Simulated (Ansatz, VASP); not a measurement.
**BeRu3: VASP beside Ansatz**

```
Ru Be
1.0
    -1.76890    1.76890    3.87269
     1.76890   -1.76890    3.87269
     1.76890    1.76890   -3.87269
Ru Be
3 1
Direct
  0.50000 0.50000 0.00000
  0.25000 0.75000 0.50000
  0.75000 0.25000 0.50000
  0.00000 0.00000 0.00000
```

Change from the starting cell: volume scaled by 0.94.

Alike in both runs: task single point; functional PBE; k mesh 10 × 10 × 10; occupations fermi-dirac, width 0.05 eV; no spin polarisation.

|  | VASP | Ansatz |
| --- | --- | --- |
| version | VASP 6.6.1 | Ansatz 0.2.0 |
| potentials or method | VASP PAW PBE potentials, release 64 (Ru_pv, Be) | Ansatz PAW |
| plane-wave cutoff (eV) | 520 | 420 |
| valence electrons in the cell | 44 | 50 |

```tsv
	VASP	Ansatz	Ansatz less VASP
gap on the k mesh at the Fermi level (eV)	none	none	-
pressure (GPa)	15.4	15.4	-0.07
largest component of the traceless stress (GPa)	0.28	0.33	+0.048
```

A gap of «none» marks a metal or a gap that the smearing closes. The two sets of potentials don't hold the same shells in valence.
